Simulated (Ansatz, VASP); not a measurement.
**CsLiCr2Te2S3 in VASP and in Ansatz**

Contents of INCAR:

```
  ALGO = Normal
  EDIFF = 1E-7
  ENCUT = 520
  GGA = PE
  ISIF = 2
  ISMEAR = -1
  ISPIN = 2
  KPAR = 4
  LASPH = T
  LCHARG = F
  LMAXMIX = 4
  LORBIT = 11
  LREAL = F
  LWAVE = F
  MAGMOM = 0 0 3 3 0 0 0 0 0
  NBANDS = 47
  NELM = 120
  PREC = Accurate
  SIGMA = 0.05
```

Contents of KPOINTS:

```
k-points
0
Gamma
  5 5 4
```

Contents of POSCAR:

```
CsLiCr2Te2S3
1.0
    6.2277135503     -0.0192298978      0.0059239505
   -2.3330984525      6.0478436523      0.0033953107
   -1.4117763062     -2.2369795518      7.7109239309
Cs Li Cr Te S
1 1 2 2 3
Direct
    0.0634800000      0.1017800000      0.9939400000
    0.5702600000      0.5814300000      0.5740300000
    0.0780100000      0.5013800000      0.5799000000
    0.4316200000      0.0297200000      0.5372200000
    0.5445800000      0.7673200000      0.2819800000
    0.0114300000      0.6593200000      0.2990200000
    0.7780000000      0.3713300000      0.7077300000
    0.3940200000      0.8250800000      0.7487500000
    0.1960500000      0.2300900000      0.4864600000
```

File input.yaml:

```yaml
crystal:
  lattice:
    - [6.2277135503, -0.0192298978, 0.0059239505]
    - [-2.3330984525, 6.0478436523, 0.0033953107]
    - [-1.4117763062, -2.2369795518, 7.7109239309]
  atoms:
    - { symbol: Cs, position: [0.06348, 0.10178, 0.99394] }
    - { symbol: Li, position: [0.57026, 0.58143, 0.57403] }
    - { symbol: Cr, position: [0.07801, 0.50138, 0.5799], spin: 3.0 }
    - { symbol: Cr, position: [0.43162, 0.02972, 0.53722], spin: 3.0 }
    - { symbol: Te, position: [0.54458, 0.76732, 0.28198] }
    - { symbol: Te, position: [0.01143, 0.65932, 0.29902] }
    - { symbol: S, position: [0.778, 0.37133, 0.70773] }
    - { symbol: S, position: [0.39402, 0.82508, 0.74875] }
    - { symbol: S, position: [0.19605, 0.23009, 0.48646] }
hamiltonian:
  xc: pbe
  pseudopotentials: { kind: paw }
magnetization:
  spin_polarized: true
kpoints:
  mp_grid: { grid: [5, 5, 4] }
scf:
  occupations: { method: fermi_dirac, width: 0.05 }
output:
  forces: true
  stress: true
  eigenvalues: true
```

Change from the starting cell: volume scaled by 1.06.

Alike in both runs: task single point; functional PBE; k mesh 5 × 5 × 4; occupations fermi-dirac, width 0.05 eV; collinear spin, ferromagnetic start.

|  | VASP | Ansatz |
| --- | --- | --- |
| version | VASP 6.6.1 | Ansatz 0.2.0 |
| potentials or method | VASP PAW PBE potentials, release 64 (Cs_sv, Li_sv, Cr_pv, Te, S) | Ansatz PAW |
| plane-wave cutoff (eV) | 520 | 420 |
| valence electrons in the cell | 66 | 90 |

VASP gave:

- gap on the k mesh at the Fermi level (eV): none
- rms of the force components (eV/Å): 0.173
- net moment per atom (μB): 0.61
- size of the moment on the site where the two differ most (μB): 2.63

**Question.** Which values does Ansatz return?

**Answer.** gap on the k mesh at the Fermi level (eV): none; rms of the force components (eV/Å): 0.177; net moment per atom (μB): 0.61; size of the moment on the site where the two differ most (μB): 2.33.

Site moments also hang on the region over which each program counts them. Atom by atom the forces differ by 0.005 eV/Å (rms over components). A gap of «none» marks a metal or a gap that the smearing closes. The two sets of potentials don't hold the same shells in valence.

Caveats: only a ferromagnetic start was run, and an antiferromagnetic order may lie lower in energy. The runs have no spin-orbit coupling, so splittings on Cs, Te are missing.
